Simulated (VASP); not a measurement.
# MgZn3Se3S (Pmm2) in VASP: relaxation of cell and atoms with PBE

Aim: the relaxation of cell and atoms of MgZn3Se3S with PBE.

Program: VASP 6.6.1. These are calculated values, not measurements. Logs are shortened: lines on timing, memory, paths and dates and some standing lists are left out, and cuts for length are marked.

### Step 1. The crystal as given

The structure is orthorhombic, space group Pmm2 (No. 25). The conventional cell has a = 3.960 Å, b = 3.960 Å, c = 11.200 Å, α = 90.00°, β = 90.00°, γ = 90.00°. Mg (site symmetry mm2) has 2 Se at 2.42 Å and 2 S at 2.42 Å as nearest neighbours. Zn (site symmetry mm2) is surrounded by 4 Se at 2.42 Å. Around Zn (site symmetry mm2) lie 2 Se at 2.42 Å and 2 S at 2.42 Å. Around Zn (site symmetry mm2) lie 4 Se at 2.42 Å. Around Se (site symmetry mm2) lie 4 Zn at 2.42 Å. Se (site symmetry mm2) is surrounded by 4 Zn at 2.42 Å. Around Se (site symmetry mm2) lie 2 Mg at 2.42 Å and 2 Zn at 2.42 Å. S (site symmetry mm2) is surrounded by 2 Mg at 2.42 Å and 2 Zn at 2.42 Å.

The cell was built by a generator and needn't be a form met in nature.

### Step 2. Relaxation of cell and atoms, PBE

INCAR

```
SYSTEM = MgZn3Se3S
PREC = Normal
ENCUT = 520
EDIFF = 1E-4
ISMEAR = 0
SIGMA = 0.15
LREAL = .False.
LASPH = .True.
NELM = 60
ALGO = Fast
ISIF = 3
LWAVE = .False.
LCHARG = .False.
GGA = PE
IBRION = 2
NSW = 24
EDIFFG = -0.08
```

KPOINTS

```
regular mesh
0
Gamma
  4 4 2
  0 0 0
```

POSCAR

```
MgZn3Se3S
1.0
    3.9600000000      0.0000000000      0.0000000000
    0.0000000000      3.9600000000      0.0000000000
    0.0000000000      0.0000000000     11.2000000000
Mg Zn Se S
1 3 3 1
Direct
    0.0000000000      0.0000000000      0.0000000000
    0.5000000000      0.5000000000      0.7500000000
    0.5000000000      0.5000000000      0.2500000000
    0.0000000000      0.0000000000      0.5000000000
    0.5000000000      0.0000000000      0.6250000000
    0.0000000000      0.5000000000      0.3750000000
    0.0000000000      0.5000000000      0.8750000000
    0.5000000000      0.0000000000      0.1250000000
```

Potentials or basis: VASP PAW PBE potentials, release 64 (Mg, Zn, Se, S).

Run with:

```console
cat potpaw_PBE.64/Mg/POTCAR potpaw_PBE.64/Zn/POTCAR potpaw_PBE.64/Se/POTCAR potpaw_PBE.64/S/POTCAR > POTCAR
mpirun -np 1 vasp_std > vasp.out
```

OUTCAR:

```text
SYSTEM = MgZn3Se3S
   PREC = Normal
   ENCUT = 520
   EDIFF = 1E-4
   ISMEAR = 0
   LREAL = .False.
   LASPH = .True.
   NELM = 60
   ISIF = 3
   GGA = PE
   IBRION = 2
   NSW = 24
   EDIFFG = -0.08

 ion  position               nearest neighbor table
   1  0.000  0.000  0.000-   7 2.42   8 2.42   7 2.42   8 2.42
   2  0.500  0.500  0.750-   5 2.42   7 2.42   5 2.42   7 2.42
   3  0.500  0.500  0.250-   6 2.42   8 2.42   8 2.42   6 2.42
   4  0.000  0.000  0.500-   5 2.42   6 2.42   6 2.42   5 2.42
   5  0.500  0.000  0.625-   2 2.42   4 2.42   2 2.42   4 2.42
   6  0.000  0.500  0.375-   3 2.42   4 2.42   4 2.42   3 2.42
   7  0.000  0.500  0.875-   1 2.42   2 2.42   1 2.42   2 2.42
   8  0.500  0.000  0.125-   1 2.42   3 2.42   3 2.42   1 2.42

  LATTYP: Found a simple tetragonal cell.
 ALAT       =     3.9600000000
 C/A-ratio  =     2.8282828283

  Lattice vectors:

 A1 = (   3.9600000000,   0.0000000000,   0.0000000000)
 A2 = (   0.0000000000,   3.9600000000,   0.0000000000)
 A3 = (   0.0000000000,   0.0000000000,  11.2000000000)

Analysis of symmetry for initial positions (statically):
=====================================================================
 Subroutine PRICEL returns:
 Original cell was already a primitive cell.

 Routine SETGRP: Setting up the symmetry group for a
 simple tetragonal supercell.

 Subroutine GETGRP returns: Found  4 space group operations
 (whereof  4 operations were pure point group operations)
 out of a pool of 16 trial point group operations.

The static configuration has the point symmetry C_2v.

Analysis of symmetry for dynamics (positions and initial velocities):
=====================================================================
 Subroutine PRICEL returns:
 Original cell was already a primitive cell.

 Routine SETGRP: Setting up the symmetry group for a
 simple tetragonal supercell.

 Subroutine GETGRP returns: Found  4 space group operations
 (whereof  4 operations were pure point group operations)
 out of a pool of 16 trial point group operations.

The dynamic configuration has the point symmetry C_2v.

 Subroutine INISYM returns: Found  4 space group operations
 (whereof  4 operations are pure point group operations),
 and found     1 'primitive' translations

----------------------------------------------------------------------------------------

                                     Primitive cell

  volume of cell :     175.6339

  direct lattice vectors                    reciprocal lattice vectors
     3.960000000  0.000000000  0.000000000     0.252525253  0.000000000  0.000000000
     0.000000000  3.960000000  0.000000000     0.000000000  0.252525253  0.000000000
     0.000000000  0.000000000 11.200000000     0.000000000  0.000000000  0.089285714

  length of vectors
     3.960000000  3.960000000 11.200000000     0.252525253  0.252525253  0.089285714

  position of ions in fractional coordinates (direct lattice)
     0.000000000  0.000000000  0.000000000
     0.500000000  0.500000000  0.750000000
     0.500000000  0.500000000  0.250000000
     0.000000000  0.000000000  0.500000000
     0.500000000  0.000000000  0.625000000
     0.000000000  0.500000000  0.375000000
     0.000000000  0.500000000  0.875000000
     0.500000000  0.000000000  0.125000000

  ion indices of the primitive-cell ions
   primitive index   ion index
                 1           1
                 2           2
                 3           3
                 4           4
                 5           5
                 6           6
                 7           7
                 8           8

----------------------------------------------------------------------------------------

 KPOINTS: regular mesh

Automatic generation of k-mesh.
 Grid dimensions read from file:
 generate k-points for:    4    4    2

 Generating k-lattice:

  Cartesian coordinates                     Fractional coordinates (reciprocal lattice)
     0.063131313  0.000000000  0.000000000     0.250000000  0.000000000  0.000000000
     0.000000000  0.063131313  0.000000000     0.000000000  0.250000000  0.000000000
     0.000000000  0.000000000  0.044642857     0.000000000  0.000000000  0.500000000

  Length of vectors
     0.063131313  0.063131313  0.044642857

  Shift w.r.t. Gamma in fractional coordinates (k-lattice)
     0.000000000  0.000000000  0.000000000

 Subroutine IBZKPT returns following result:
 ===========================================

 Found     18 irreducible k-points:

 Following reciprocal coordinates:
            Coordinates               Weight
  0.000000  0.000000  0.000000      1.000000
  0.250000  0.000000  0.000000      2.000000
  0.000000  0.250000  0.000000      2.000000
  0.500000  0.000000  0.000000      1.000000
  0.000000  0.500000  0.000000      1.000000
  0.250000  0.250000  0.000000      4.000000
[... 10 lines left out ...]
 -0.250000  0.500000  0.500000      2.000000
  0.500000  0.500000  0.500000      1.000000
   k-points           NKPTS =     18   k-points in BZ     NKDIM =     18   number of bands    NBANDS=     37
   number of dos      NEDOS =    301   number of ions     NIONS =      8
   total plane-waves  NPLWV =  36864
   dimension x,y,z NGX =    24 NGY =   24 NGZ =   64
   dimension x,y,z NGXF=    48 NGYF=   48 NGZF=  128
   ions per type =               1   3   3   1
   NGX,Y,Z   is equivalent  to a cutoff of  10.08, 10.08,  9.50 a.u.
   NGXF,Y,Z  is equivalent  to a cutoff of  20.15, 20.15, 19.00 a.u.
 SYSTEM =  MgZn3Se3S
   PREC   = normal    normal or accurate (medium, high low for compatibility)
   ISTART =      0    job   : 0-new  1-cont  2-samecut
   ICHARG =      2    charge: 1-file 2-atom 10-const
   ISPIN  =      1    spin polarized calculation?
   LNONCOLLINEAR =      F non collinear calculations
   LSORBIT =      F    spin-orbit coupling
   LASPH  =      T    aspherical Exc in radial PAW
   ENCUT  =  520.0 eV  38.22 Ry    6.18 a.u.   7.36  7.36 20.82*2*pi/ulx,y,z
   NELM   =     60;   NELMIN=  2; NELMDL= -5     # of ELM steps
   EDIFF  = 0.1E-03   stopping-criterion for ELM
   LREAL  =      F    real-space projection
   EDIFFG = -.8E-01   stopping-criterion for IOM
   NSW    =     24    number of steps for IOM
   IBRION =      2    ionic relax: 0-MD 1-quasi-New 2-CG
   NFREE  =      1    steps in history (QN), initial steepest desc. (CG)
   ISIF   =      3    stress and relaxation
   ISYM   =      2    0-nonsym 1-usesym 2-fastsym
   POTIM  = 0.5000    time-step for ionic-motion
   TEBEG  =    0.0;   TEEND  =   0.0 temperature during run
   PSTRESS=    0.0 pullay stress
   NELECT =      62.0000    total number of electrons
   NUPDOWN=      -1.0000    fix difference up-down
   EMIN   =  10.00;   EMAX   =-10.00  energy-range for DOS
   EFERMI =   0.00;   METHOD = LEGACY
   ISMEAR =     0;   SIGMA  =   0.15  broadening in eV -4-tet -1-fermi 0-gaus
   EFERMI_NEDOS =   21; number of points for ismear=-14 and -15
   IALGO  =     68    algorithm
   IMIX   =      4    mixing-type and parameters
     AMIX     =   0.40;   BMIX     =  1.00
     AMIX_MAG =   1.60;   BMIX_MAG =  1.00
  volume/ion in A,a.u.               =      21.95       148.15
  Fermi-wavevector in a.u.,A,eV,Ry     =   1.157007  2.186426 18.213641  1.338665
  Thomas-Fermi vector in A             =   2.293622
   LORBIT       =      0    0 simple, 1 ext, 2 COOP (PROOUT), +10 PAW based schemes
   GGA     = PE    functional components
   LHFCALC =     F    Hartree Fock is set to
   AEXX    =    0.0000 exact exchange contribution
   IVDW    =     0    specifies the selected vdW correction
   LEPSILON=     F    determine dielectric tensor
   LRPA    =     F    only Hartree local field effects (RPA)
 conjugate gradient relaxation of ions
 non-spin polarized calculation
 RMM-DIIS sequential band-by-band and
 Gauss-broadening in eV      SIGMA  =   0.15
  energy-cutoff  :      520.00
  volume of cell :      175.63
 maximum number of plane-waves:      4801
   NGX = 15   NGY = 15   NGZ = 41

--------------------------------------- Ionic step        1  -------------------------------------------

 number of electron      61.9999789 magnetization

 Free energy of the ion-electron system (eV)
  ---------------------------------------------------
  ext. energy  EPLUGINS =         0.00000000
  ---------------------------------------------------
  free energy    TOTEN  =       -26.07443939 eV

  energy without entropy =      -26.07443939  energy(sigma->0) =      -26.07443939

------------------------ aborting loop because EDIFF is reached ----------------------------------------

  FORCE on cell =-STRESS in cart. coord.  units (eV):
  Direction    XX          YY          ZZ          XY          YZ          ZX
  --------------------------------------------------------------------------------------
  -------------------------------------------------------------------------------------
  Total        5.1282437      5.6423666      4.8514961      0.0000000      0.0000000      0.0000000
  in kB       46.7811450     51.4711043     44.2565822      0.0000000      0.0000000      0.0000000
  external PRESSURE =      47.5029439 kB  Pullay stress =       0.0000000 kB
[... 107 lines left out ...]
  FREE ENERGIE OF THE ION-ELECTRON SYSTEM (eV)
  ---------------------------------------------------
  free  energy   TOTEN  =       -26.3147884720 eV

  energy  without entropy=      -26.3147884720  energy(sigma->0) =      -26.31478847

[... ionic steps 4 to 13 ...]

--------------------------------------- Ionic step       14  -------------------------------------------

 number of electron      62.0000275 magnetization

------------------------ aborting loop because EDIFF is reached ----------------------------------------

  FORCE on cell =-STRESS in cart. coord.  units (eV):
  Direction    XX          YY          ZZ          XY          YZ          ZX
  --------------------------------------------------------------------------------------
  -------------------------------------------------------------------------------------
  Total        0.3711308      0.4516093      0.4711759      0.0000000      0.0000000      0.0000000
  in kB        3.1743781      3.8627317      4.0300897      0.0000000      0.0000000      0.0000000
  external PRESSURE =       3.6890665 kB  Pullay stress =       0.0000000 kB
[... 69 lines left out ...]
  energy  without entropy=      -26.3528279252  energy(sigma->0) =      -26.35282793

--------------------------------------- Ionic step       16  -------------------------------------------

 number of electron      62.0000290 magnetization

 Free energy of the ion-electron system (eV)
  ---------------------------------------------------
  ext. energy  EPLUGINS =         0.00000000
  ---------------------------------------------------
  free energy    TOTEN  =       -26.35376151 eV

  energy without entropy =      -26.35376151  energy(sigma->0) =      -26.35376151

 E-fermi :   2.0315     XC(G=0):  -8.9579

 val. band max:        1.3588201440   @ k =   0.0000   0.0000   0.0000
 cond. band min:       2.8766632063   @ k =   0.0000   0.0000   0.0000
 fundamental gap:      1.5178430623
 Fermi energy:         2.0314796248

 k-point     1 :       0.0000    0.0000    0.0000
  band No.  band energies     occupation
      1     -11.4056      2.00000
      2     -10.9792      2.00000
      3     -10.8045      2.00000
      4     -10.3696      2.00000
      5      -4.9140      2.00000
      6      -4.9070      2.00000
[... 744 lines left out ...]
  FREE ENERGIE OF THE ION-ELECTRON SYSTEM (eV)
  ---------------------------------------------------
  free  energy   TOTEN  =       -26.3537615052 eV

  energy  without entropy=      -26.3537615052  energy(sigma->0) =      -26.35376151

 reached required accuracy - stopping structural energy minimisation
```

Wall time 7.8 min (1 thread of Intel Xeon Platinum 8259CL at 2.50GHz (Skylake/Cascade Lake), shared host); peak memory 0.27 GiB.

What came out:

```
Free energy                            : -26.3538 eV
Relaxed volume                         : 23.43 Å³/atom
Relaxed cell                           : a = 4.069 Å, b = 4.051 Å, c = 11.373 Å, α = 90.00°, β = 90.00°, γ = 90.00°
Space group after relaxing (to 0.05 Å) : Pmm2 (No. 25)
Energy gained by relaxing              : 34.9 meV/atom
Ionic steps                            : 16
Pressure after relaxing                : 0.3 GPa
Largest force after relaxing           : 0.041 eV/Å
Band gap on the k mesh                 : 1.52 eV, direct
```

Forces on the atoms (eV/Å):
```
Mg   0.000  0.000  0.010
Zn   0.000  0.000  0.025
Zn   0.000  0.000 -0.008
Zn   0.000  0.000 -0.041
Se   0.000  0.000  0.005
Se   0.000  0.000  0.036
Se   0.000  0.000 -0.016
S    0.000  0.000 -0.011
```

The path:
| step | energy change (eV) | largest force (eV/Å) | pressure (GPa) | volume (Å³) |
| --- | --- | --- | --- | --- |
| 1 | 0.0000 | 0.9578 | 4.75 | 175.63 |
| 2 | -0.2326 | 0.3233 | -0.90 | 192.70 |
| 3 | -0.2403 | 0.4000 | -0.48 | 190.28 |
| 4 | -0.2405 | 0.4068 | -0.22 | 189.98 |
| 5 | -0.2585 | 0.2668 | -0.59 | 189.22 |
| 6 | -0.2638 | 0.3228 | 0.30 | 186.94 |
| 7 | -0.2707 | 0.1745 | 0.11 | 187.85 |
| 8 | -0.2755 | 0.1040 | -0.32 | 188.18 |
| 9 | -0.2764 | 0.0996 | 0.07 | 188.29 |
| 10 | -0.2777 | 0.1164 | -0.35 | 188.50 |
| 11 | -0.2784 | 0.0867 | -0.24 | 187.45 |
| 12 | -0.2754 | 0.0930 | 0.66 | 186.25 |
| 13 | -0.2780 | 0.1070 | 0.71 | 187.07 |
| 14 | -0.2783 | 0.1115 | 0.37 | 187.32 |
| 15 | -0.2784 | 0.1047 | 0.13 | 187.37 |
| 16 | -0.2793 | 0.0410 | 0.35 | 187.46 |

Final structure:
```
Mg Zn Se S
1.0
     4.06861    0.00000    0.00000
     0.00000    4.05098    0.00000
     0.00000    0.00000   11.37344
Mg Zn Se S
1 3 3 1
Direct
  0.00000 0.00000 0.01055
  0.50000 0.50000 0.74762
  0.50000 0.50000 0.24621
  0.00000 0.00000 0.49742
  0.50000 0.00000 0.62184
  0.00000 0.50000 0.37084
  0.00000 0.50000 0.87255
  0.50000 0.00000 0.13297
```

Caveat: the relaxation stopped at a loose force limit of 0.08 eV/Å, so its end isn't a converged minimum.
